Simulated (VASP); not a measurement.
OSZICAR of a VASP run on KCl (rock salt):

File OSZICAR:
```
       N       E                     dE             d eps       ncg     rms          rms(c)
DAV:   1     0.113332342940E+03    0.11333E+03   -0.72329E+03   480   0.119E+03
DAV:   2     0.376786265449E+01   -0.10956E+03   -0.10279E+03   624   0.277E+02
DAV:   3    -0.319843406872E+01   -0.69663E+01   -0.69256E+01   604   0.652E+01
DAV:   4    -0.344105039552E+01   -0.24262E+00   -0.24235E+00   832   0.113E+01
DAV:   5    -0.344270241305E+01   -0.16520E-02   -0.16520E-02   624   0.965E-01    0.368E+00
DAV:   6    -0.311577793862E+01    0.32692E+00   -0.61176E-01   588   0.415E+00    0.286E+00
DAV:   7    -0.309074265128E+01    0.25035E-01   -0.13095E-01   616   0.217E+00    0.160E+00
DAV:   8    -0.309621851987E+01   -0.54759E-02   -0.18994E-02   664   0.122E+00    0.182E-01
DAV:   9    -0.309650380775E+01   -0.28529E-03   -0.10826E-03   636   0.219E-01    0.963E-02
DAV:  10    -0.309682893427E+01   -0.32513E-03   -0.27209E-04   568   0.165E-01    0.735E-03
DAV:  11    -0.309683207509E+01   -0.31408E-05   -0.95083E-06   812   0.242E-02    0.419E-03
DAV:  12    -0.309683296687E+01   -0.89178E-06   -0.14322E-06   608   0.102E-02    0.160E-03
DAV:  13    -0.309683287301E+01    0.93862E-07   -0.17911E-07   632   0.338E-03
   1 F= -.30968329E+01 E0= -.30968329E+01  d E =-.866669E-12
```

### Question
Which electronic solver shows in the log?

### Answer
It is blocked Davidson (ALGO = Normal, or the opening steps of other solvers). The INCAR had ALGO = Normal.

### Question
Can the final energy be trusted as converged?

### Answer
Self-consistency was reached. It stopped with EDIFF = 1E-7, NELM = 100 (optB88-vdW, plane waves, VASP's PBE PAW potentials (set 64)).

The compound is KCl in the rock salt structure. This cell is one point of a volume scan, at 1.06 of the reference volume.
